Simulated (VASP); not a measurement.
Output of a VASP run:

**OUTCAR**
```
 ion  position               nearest neighbor table
   1  0.156  0.844  0.917-   4 2.51   2 2.72   2 2.72   3 2.72   3 2.72   4 2.78   4 2.78
   2  0.344  0.656  0.417-   3 2.51   1 2.72   1 2.72   4 2.72   4 2.72   3 2.78   3 2.78
   3  0.656  0.344  0.583-   2 2.51   4 2.72   4 2.72   1 2.72   1 2.72   2 2.78   2 2.78
   4  0.844  0.156  0.083-   1 2.51   3 2.72   3 2.72   2 2.72   2 2.72   1 2.78   1 2.78
  LATTYP: Found a base centered orthorhombic cell.
 ALAT       =     4.4839833710
 B/A-ratio  =     1.7161897124
 C/A-ratio  =     1.0250701018
 Subroutine PRICEL returns:
 Original cell was already a primitive cell.
 Subroutine GETGRP returns: Found  8 space group operations
The static configuration has the point symmetry C_2h.
 The point group associated with its full space group is D_2h.
The dynamic configuration has the point symmetry C_2h.
 Subroutine INISYM returns: Found  8 space group operations
 Subroutine IBZKPT returns following result:
 Found    125 irreducible k-points:

 Following reciprocal coordinates:
            Coordinates               Weight
  0.000000  0.000000  0.000000      1.000000
  0.111111  0.000000  0.000000      4.000000
  0.222222  0.000000  0.000000      4.000000
  0.333333  0.000000  0.000000      4.000000
  0.444444  0.000000  0.000000      4.000000
  0.111111  0.111111  0.000000      2.000000
  0.222222  0.111111  0.000000      4.000000
  0.333333  0.111111  0.000000      4.000000
  0.444444  0.111111  0.000000      4.000000
 -0.444444  0.111111  0.000000      4.000000
 -0.333333  0.111111  0.000000      4.000000
 -0.222222  0.111111  0.000000      4.000000
 -0.111111  0.111111  0.000000      2.000000
  0.222222  0.222222  0.000000      2.000000
  0.333333  0.222222  0.000000      4.000000
  0.444444  0.222222  0.000000      4.000000
 -0.444444  0.222222  0.000000      4.000000
 -0.333333  0.222222  0.000000      4.000000
 -0.222222  0.222222  0.000000      2.000000
  0.333333  0.333333  0.000000      2.000000
  0.444444  0.333333  0.000000      4.000000
 -0.444444  0.333333  0.000000      4.000000
 -0.333333  0.333333  0.000000      2.000000
  0.444444  0.444444  0.000000      2.000000
 -0.444444  0.444444  0.000000      2.000000
  0.000000  0.000000  0.125000      2.000000
  0.111111  0.000000  0.125000      8.000000
  0.222222  0.000000  0.125000      8.000000
  0.333333  0.000000  0.125000      8.000000
  0.444444  0.000000  0.125000      8.000000
  0.111111  0.111111  0.125000      4.000000
  0.222222  0.111111  0.125000      8.000000
  0.333333  0.111111  0.125000      8.000000
  0.444444  0.111111  0.125000      8.000000
 -0.444444  0.111111  0.125000      8.000000
 -0.333333  0.111111  0.125000      8.000000
 -0.222222  0.111111  0.125000      8.000000
 -0.111111  0.111111  0.125000      4.000000
  0.222222  0.222222  0.125000      4.000000
  0.333333  0.222222  0.125000      8.000000
   k-points           NKPTS =    125   k-points in BZ     NKDIM =    125   number of bands    NBANDS=     31
   number of dos      NEDOS =    601   number of ions     NIONS =      4
   total plane-waves  NPLWV =  46656
   dimension x,y,z NGX =    36 NGY =   36 NGZ =   36
   dimension x,y,z NGXF=    72 NGYF=   72 NGZF=   72
   ions per type =               4
   PREC   = accura    normal or accurate (medium, high low for compatibility)
   ISTART =      0    job   : 0-new  1-cont  2-samecut
   ICHARG =      2    charge: 1-file 2-atom 10-const
   ISPIN  =      1    spin polarized calculation?
   LNONCOLLINEAR =      F non collinear calculations
   LSORBIT =      F    spin-orbit coupling
   INIWAV =      1    electr: 0-lowe 1-rand  2-diag
   ENCUT  =  520.0 eV  38.22 Ry    6.18 a.u.   8.28  8.28  8.55*2*pi/ulx,y,z
   NELM   =    100;   NELMIN=  2; NELMDL= -5     # of ELM steps
   EDIFF  = 0.1E-06   stopping-criterion for ELM
   LREAL  =      F    real-space projection
   NLSPLINE    = F    spline interpolate recip. space projectors
   LMAXMIX     =    4 max onsite mixed and CHGCAR
...
```

File OSZICAR:
```
       N       E                     dE             d eps       ncg     rms          rms(c)
DAV:   1     0.367759788275E+03    0.36776E+03   -0.26360E+04  7833   0.317E+03
DAV:   2     0.415278270559E+02   -0.32623E+03   -0.32138E+03  8017   0.568E+02
DAV:   3     0.150751267850E+01   -0.40020E+02   -0.39724E+02  8772   0.154E+02
DAV:   4     0.332085224141E+00   -0.11754E+01   -0.11700E+01  8789   0.304E+01
DAV:   5     0.306890141439E+00   -0.25195E-01   -0.25216E-01  9239   0.451E+00    0.242E+00
DAV:   6     0.389762010296E+00    0.82872E-01   -0.20288E-01  9352   0.635E+00    0.132E+00
DAV:   7     0.406591788682E+00    0.16830E-01   -0.58343E-02 10559   0.273E+00    0.299E-01
DAV:   8     0.407383311320E+00    0.79152E-03   -0.13767E-02  8611   0.136E+00    0.461E-02
DAV:   9     0.407243866275E+00   -0.13945E-03   -0.96845E-04  8717   0.358E-01    0.258E-02
DAV:  10     0.407253993080E+00    0.10127E-04   -0.20895E-04  8969   0.169E-01    0.512E-03
DAV:  11     0.407252476847E+00   -0.15162E-05   -0.33459E-05  8959   0.729E-02    0.435E-03
DAV:  12     0.407256119028E+00    0.36422E-05   -0.80874E-06  9005   0.335E-02    0.462E-04
DAV:  13     0.407256217013E+00    0.97985E-07   -0.95163E-07 10165   0.819E-03
   1 F= 0.40725622E+00 E0= 0.40725622E+00  d E =0.000000E+00
```

File OUTCAR:
```
------------------------ aborting loop because EDIFF is reached ----------------------------------------
  FORCE on cell =-STRESS in cart. coord.  units (eV):
  Direction    XX          YY          ZZ          XY          YZ          ZX
  --------------------------------------------------------------------------------------
  Total        0.0346505      0.0839943     -0.0584385      0.0000000      0.0000000      0.0000000
  in kB        0.7000673      1.6969903     -1.1806704      0.0000000      0.0000000      0.0000000
  external PRESSURE =       0.4054624 kB  Pullay stress =       0.0000000 kB
  volume of cell :       79.30
      direct lattice vectors                 reciprocal lattice vectors
     2.241991685 -3.847683066  0.000000000     0.223015992 -0.129948333  0.000000000
     2.241991685  3.847683066  0.000000000     0.223015992  0.129948333  0.000000000
     0.000000000  0.000000000  4.596397290     0.000000000  0.000000000  0.217561698
 POSITION                                       TOTAL-FORCE (eV/Angst)
 -----------------------------------------------------------------------------------
      2.24199      2.64937      4.21633         0.000000      0.015208     -0.010633
      2.24199      1.19831      1.91813         0.000000     -0.015208     -0.010633
      2.24199     -1.19831      2.67827         0.000000      0.015208      0.010633
      2.24199     -2.64937      0.38007         0.000000     -0.015208      0.010633
 -----------------------------------------------------------------------------------
    total drift:                                0.000000      0.000000     -0.000000
  FREE ENERGIE OF THE ION-ELECTRON SYSTEM (eV)
  ---------------------------------------------------
  free  energy   TOTEN  =         0.4072562170 eV

  energy  without entropy=        0.4072562170  energy(sigma->0) =        0.40725622

 total charge

# of ion       s       p       d       tot
------------------------------------------
    1        0.967   0.701   9.956  11.624
    2        0.967   0.701   9.956  11.624
    3        0.967   0.701   9.956  11.624
    4        0.967   0.701   9.956  11.624
--------------------------------------------------
tot          3.867   2.802  39.826  46.495

 Electric field gradients after diagonalization (V/A^2)
 (convention: |V_zz| > |V_xx| > |V_yy|)
----------------------------------------------------------------------
 ion       V_xx      V_yy      V_zz     asymmetry (V_yy - V_xx)/ V_zz
----------------------------------------------------------------------
   1      19.217    18.632   -37.849       0.015
   2      19.217    18.632   -37.849       0.015
   3      19.217    18.632   -37.849       0.015
   4      19.217    18.632   -37.849       0.015
```
(Selected blocks of OUTCAR.)

File POSCAR:
```
Ga
1
    2.2419916855    -3.8476830660     0.0000000000
    2.2419916855     3.8476830660     0.0000000000
    0.0000000000     0.0000000000     4.5963972904
Ga
4
Direct
  0.1557183387   0.8442816613   0.9173109220
  0.3442816613   0.6557183387   0.4173109220
  0.6557183387   0.3442816613   0.5826890780
  0.8442816613   0.1557183387   0.0826890780
```

Q: Reconstruct the remaining input files.

A: One answer among several that fit: the input of the run itself, rev-vdW-DF2, plane waves, VASP's PBE PAW potentials (set 64).

File KPOINTS:
```
K-points
0
G
  9 9 8
0 0 0
```

### INCAR
```
# general
SYSTEM    =  Ga
PREC      =  Accurate
ENCUT     =  520
LREAL     =  .FALSE.   # projection in real space or not
LASPH     =  .TRUE.   # aspherical one-centre terms

# electronic loop
EDIFF     =  1E-7
NELM      =  100
ALGO      =  Normal
LMAXMIX   =  4   # l cut-off of mixed one-centre charges

# smearing
ISMEAR    =  -5

# functional
GGA       =  MK
LUSE_VDW  =  .TRUE.
AGGAC     =  0.0
PARAM1    =  0.1234568
PARAM2    =  0.7114
ZAB_VDW   =  -1.8867

# ions
ISIF      =  2

# output
LWAVE     =  .FALSE.
LCHARG    =  .TRUE.
LORBIT    =  11   # lm-projected
NEDOS     =  601   # DOS grid

# other
LEFG      =  .TRUE.
```

POTCAR, in this order: Ga_d (PBE.64 set). Program: vasp_std.

For a metal the tetrahedron method with Blöchl corrections gives inexact stress and forces.

The compound is Ga in the alpha structure. It was relaxed first.
